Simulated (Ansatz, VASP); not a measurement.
InF in VASP and in Ansatz

```
In F
1.0
     0.00000    3.06341    3.06341
     3.06341    0.00000    3.06341
     3.06341    3.06341    0.00000
In F
1 1
Direct
  0.00000 0.00000 0.00000
  0.25000 0.25000 0.25000
```

Change from the starting cell: volume scaled by 1.06, crystal datasets.

Alike in both runs: task electric field gradients; functional PBE; k mesh 13 × 13 × 13; occupations fermi-dirac, width 0.05 eV; no spin polarisation.

```csv
,VASP,Ansatz
version,VASP 6.6.1,Ansatz 0.2.0
potentials or method,"VASP PAW PBE potentials, release 64 (In_d, F), cutoff 520 eV","all-electron PAW with datasets made for the crystal, scalar-relativistic"
```

Ansatz gave:

| Quantity | Value |
| --- | --- |
| gap on the k mesh at the Fermi level (eV) | 2.14 |
| pressure (GPa) | -1.1 |
| Vzz of the field gradient on the site that differs most (V/Å²) | 0.0 |

Q: Estimate VASP's values.

A: gap on the k mesh at the Fermi level (eV): 2.14; pressure (GPa): -1.2; Vzz of the field gradient on the site that differs most (V/Å²): 0.0.

Ansatz ran all-electron here, so the differences hold the error of VASP's frozen core and of both bases. Ansatz warned: «gradients_without_spin_orbit».

Caveats: spin-orbit coupling is left out, which moves the levels of the heavy elements; an odd mesh through Γ misses points on the zone boundary, where band edges often lie.
